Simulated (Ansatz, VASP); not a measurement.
## Two plane-wave programs on CaPd4

```
CELL_PARAMETERS angstrom
4.82499 0.00000 0.00000
0.00000 4.82499 0.00000
0.00000 0.00000 4.82499
ATOMIC_POSITIONS crystal
Ca 0.50000 0.50000 0.50000
Pd 0.00000 0.50000 0.50000
Pd 0.50000 0.00000 0.50000
Pd 0.50000 0.50000 0.00000
Pd 0.00000 0.00000 0.00000
```

Alike in both runs: functional PBE; k mesh 8 × 8 × 8; occupations gaussian, width 0.1 eV; no spin polarisation.

Ansatz relaxed the structure, and its values are those at the end. VASP's run is a single point on that final structure, the one shown.

|  | VASP | Ansatz |
| --- | --- | --- |
| version | VASP 6.6.1 | Ansatz 0.2.0 |
| potentials or method | VASP PAW PBE potentials, release 64 (Ca_sv, Pd) | scalar-relativistic, plane waves, PAW |
| plane-wave cutoff (eV) | 520 | 420 |
| valence electrons in the cell | 50 | 82 |

```csv
,VASP,Ansatz,Ansatz less VASP
gap on the k mesh at the Fermi level (eV),none,none,-
pressure (GPa),0.3,0.0,-0.34
```

A gap of «none» marks a metal or a gap that the smearing closes. The two sets of potentials don't hold the same shells in valence.
